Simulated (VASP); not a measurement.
Write the native input for VASP 6.6.1 that does the following.

| Quantity | Value |
| --- | --- |
| Task | single point |
| Functional | PBE |
| Dispersion | D3(BJ) |
| Potentials or basis | VASP PAW PBE potentials, release 64 (N, Li_sv, F) |
| Cutoff | 520 eV |
| k mesh | 1 × 1 × 1 |
| Occupations | fermi-dirac, width 0.02 eV |
| Spin | no spin polarisation |
| Dipole correction | no |
| Further INCAR settings | ALGO = Normal; EDIFF = 1e-06; NBANDS = 42 |

The structure of LiN2F lies in POSCAR:

```
LiN2F
1.0
    6.3163600000      0.0000000000      0.0000000000
    0.0000000000      6.3163600000      0.0000000000
    0.0000000000      0.0000000000      6.3163600000
N Li F
6 3 3
Direct
    0.5328068698      0.4033177336      0.1898878468
    0.6521952517      0.3139941359      0.2721187519
   -0.0153886099      0.7100450259      0.2629045843
   -0.1451468884      0.7962972345      0.3430140144
    0.4696217442      0.6675680297      0.7319405480
    0.6387223021      0.6768930207      0.7790721238
    0.1062795661      0.1894762173     -0.0691062574
    1.1522934095      1.2175366825      0.4845987246
    1.1701201325      0.7046146831      0.6720801221
    0.1697021702      0.1644776422      0.1998619458
    1.1568688295      0.9883223882      0.7155386963
    1.0874301021      0.4388920201      0.7000392631
```

The cell was built by a generator and needn't be a form met in nature.

One way to write it, as run:

INCAR

```
SYSTEM = LiN2F
ALGO     = Normal         ! electronic algorithm
EDIFF    = 1E-6           ! SCF threshold, eV
ENCUT    = 520            ! plane-wave cutoff, eV
GGA      = PE             ! functional
ISIF     = 2              ! what is computed and relaxed
ISMEAR   = -1             ! smearing method
IVDW     = 12             ! dispersion correction
LASPH    = .True.         ! aspherical terms in the spheres
LCHARG   = .False.        ! write CHGCAR
LREAL    = .False.        ! projectors in reciprocal space
LWAVE    = .False.        ! write WAVECAR
NBANDS   = 42             ! bands
NELM     = 100            ! most SCF steps
PREC     = Accurate       ! precision mode
SIGMA    = 0.02           ! smearing width, eV
```

KPOINTS

```
k-points
0
Gamma
  1 1 1
  0 0 0
```

Potentials or basis: VASP PAW PBE potentials, release 64 (N, Li_sv, F).

The run is started by

```console
$ cat potpaw_PBE.64/N/POTCAR potpaw_PBE.64/Li_sv/POTCAR potpaw_PBE.64/F/POTCAR > POTCAR
$ mpirun -np 1 vasp_gam > vasp.out
```

Results of the run:

* Largest force: 6.618 eV/Å
* Band gap on the k mesh: 4.17 eV, direct
* Dispersion energy per atom: -0.061 eV

Caveat: the standard files for N, O and F lose accuracy on very short bonds.

Run time: 16 s on 1 thread of Intel(R) Xeon(R) 6975P-C (Granite Rapids) (shared host), peak memory 0.31 GiB.
